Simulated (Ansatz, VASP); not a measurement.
# Two plane-wave programs on SiPdPt3

```
CELL_PARAMETERS angstrom
4.82006 0.00000 0.00000
0.00000 4.82006 0.00000
0.00000 0.00000 4.82006
ATOMIC_POSITIONS crystal
Si 0.00000 0.00000 0.00000
Pd 0.50000 0.50000 0.50000
Pt 0.00000 0.50000 0.50000
Pt 0.50000 0.00000 0.50000
Pt 0.50000 0.50000 0.00000
```

Change from the starting cell: species swapped into the SmBPd3 type (Pm-3m, No. 221).

Alike in both runs: functional PBE; k mesh 8 × 8 × 8; occupations gaussian, width 0.1 eV; no spin polarisation.

Ansatz relaxed the structure, and its values are those at the end. VASP's run is a single point on that final structure, the one shown.

```csv
,VASP,Ansatz
version,VASP 6.6.1,Ansatz 0.2.0
potentials or method,"VASP PAW PBE potentials, release 64 (Si, Pd, Pt)","scalar-relativistic, plane waves, PAW"
plane-wave cutoff (eV),520,420
valence electrons in the cell,44,76
```

|  | VASP | Ansatz | Ansatz less VASP |
| --- | --- | --- | --- |
| gap on the k mesh at the Fermi level (eV) | none | none | - |
| pressure (GPa) | -0.4 | 0.0 | +0.35 |

A gap of «none» marks a metal or a gap that the smearing closes. The two sets of potentials don't hold the same shells in valence.

Spin-orbit coupling is left out, which matters for the levels of Pt.
